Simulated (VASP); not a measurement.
A convergence study with VASP on SiO2 (rutile): one setting is varied, all else stays as given below, so the limit is that of these other settings. Each run relaxes cell and ions from the cell shown.

```yaml
crystal:
  lattice:
    - [4.18000, 0.00000, 0.00000]
    - [0.00000, 4.18000, 0.00000]
    - [0.00000, 0.00000, 2.67000]
  atoms:
    - { symbol: Si, position: [0.00000, 0.00000, 0.00000] }
    - { symbol: Si, position: [0.50000, 0.50000, 0.50000] }
    - { symbol: O, position: [0.30600, 0.30600, 0.00000] }
    - { symbol: O, position: [0.80600, 0.19400, 0.50000] }
    - { symbol: O, position: [0.19400, 0.80600, 0.50000] }
    - { symbol: O, position: [0.69400, 0.69400, 0.00000] }
```

Calculation: LDA (Ceperley-Alder, Perdew-Zunger), VASP's LDA PAW potentials (set 64) (plane waves; VASP 6.6.1). The tightest run used: 700 eV cut-off, 8×8×12 Γ-centred mesh, Gaussian smearing of 0.050 eV, potentials Si O.

Gaps are read on the run's mesh, which can miss a band edge.

```
setting     relaxed volume (Å³/atom)  E (eV/atom)  gap on the mesh (eV)  irreducible k-points
----------  ------------------------  -----------  --------------------  --------------------
1×1×2 mesh                     7.443      -8.6914                 6.070                     2
2×2×3 mesh                     7.664      -8.6494                 5.759                     6
3×3×4 mesh                     7.666      -8.6659                 5.779                     9
```

### Question
These are the cheaper rows. Estimate the results at 8×8×12 mesh, and how far the last row shown lies from them.

### Answer

```csv
quantity,tightest run,last row shown is off by
relaxed volume (Å³/atom),7.668,-0.002
E (eV/atom),-8.6684,0.0025
gap on the mesh (eV),5.782,-0.004
```

Left out are rungs that failed or repeat a setting and relaxations that didn't move; long series are thinned to 24 rows.

The compound is SiO2 in the rutile structure, stishovite, a high-pressure form.
